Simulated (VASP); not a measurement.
Level of theory: PBEsol GGA, VASP's PBE PAW potentials (set 64) (plane waves; VASP 6.6.1).

The input files of a VASP run:

**INCAR**
```
SYSTEM = Ca
PREC = Accurate
ENCUT = 480
EDIFF = 1E-6
NELM = 100
ALGO = Normal
LREAL = .FALSE.
LASPH = .TRUE.
ISMEAR = 1
SIGMA = 0.1
GGA = PS
LWAVE = .FALSE.
LCHARG = .FALSE.
IBRION = 2
ISIF = 3
NSW = 60
EDIFFG = -0.01
```

File KPOINTS:
```
Automatic
0
Gamma
 10 10 10
0 0 0
```

File POSCAR:
```
Ca
1.0
  0.0000000000   2.7281564513   2.7281564513
  2.7281564513   0.0000000000   2.7281564513
  2.7281564513   2.7281564513   0.0000000000
Ca
1
direct
  0.0000000000   0.0000000000   0.0000000000
```

POTCAR, in this order: Ca_sv (PBE.64 set). Program: vasp_std.

Question: Estimate the energy per atom (σ→0), band gap (on the k-mesh).

Answer: 
The energy per atom (σ→0) comes out as -2.134 eV/atom and the band gap (on the k-mesh) comes out as none (metal, semimetal or under 0.01 eV).

**OSZICAR**
```
...
DAV:   4    -0.214483277251E+01   -0.41886E-01   -0.41901E-01  1250   0.504E+00
DAV:   5    -0.214558238207E+01   -0.74961E-03   -0.74935E-03  1363   0.428E-01    0.227E+00
DAV:   6    -0.213836363048E+01    0.72188E-02   -0.77499E-03  1087   0.123E+00    0.136E+00
DAV:   7    -0.213460403816E+01    0.37596E-02   -0.13934E-02   984   0.173E+00    0.924E-02
DAV:   8    -0.213446938040E+01    0.13466E-03   -0.11348E-03  1011   0.338E-01    0.180E-02
DAV:   9    -0.213447382746E+01   -0.44471E-05   -0.85287E-05  1283   0.833E-02    0.440E-03
DAV:  10    -0.213447403460E+01   -0.20714E-06   -0.53924E-06  1195   0.250E-02
   1 F= -.21344740E+01 E0= -.21343757E+01  d E =-.213447E+01
```

The compound is Ca in the fcc structure. It was relaxed first, which changed the volume by -7 %. The start is the result of an earlier pass.
